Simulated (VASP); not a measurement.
PbS (Galena):

```xyz
2
Lattice="0.0000 2.9657 2.9657 2.9657 0.0000 2.9657 2.9657 2.9657 0.0000" Properties=species:S:1:pos:R:3 pbc="T T T"
Pb    0.0000    0.0000    0.0000
S     2.9657    2.9657    2.9657
```

Base run:

| Property | Result |
| --- | --- |
| Program | VASP 6.6.1 |
| Functional | TB-mBJ |
| Potentials or basis | VASP PAW PBE potentials, release 64 (Pb_d, S) |
| Cutoff | 520 eV |
| k mesh | 8 × 8 × 8 |
| Occupations | gaussian, width 0.02 eV |
| Spin | no spin polarisation |

Its results: band gap on the k mesh 1.08 eV, direct.

Problem. The run is repeated on the same cell with these changes: functional from TB-mBJ to r2SCAN. What comes out?

Solution. Band gap on the k mesh 0.62 eV, direct.

Caveats: spin-orbit coupling is left out, which as a rule narrows the gap of such compounds by several tenths of an eV.

Not every run made on this cell is shown here.
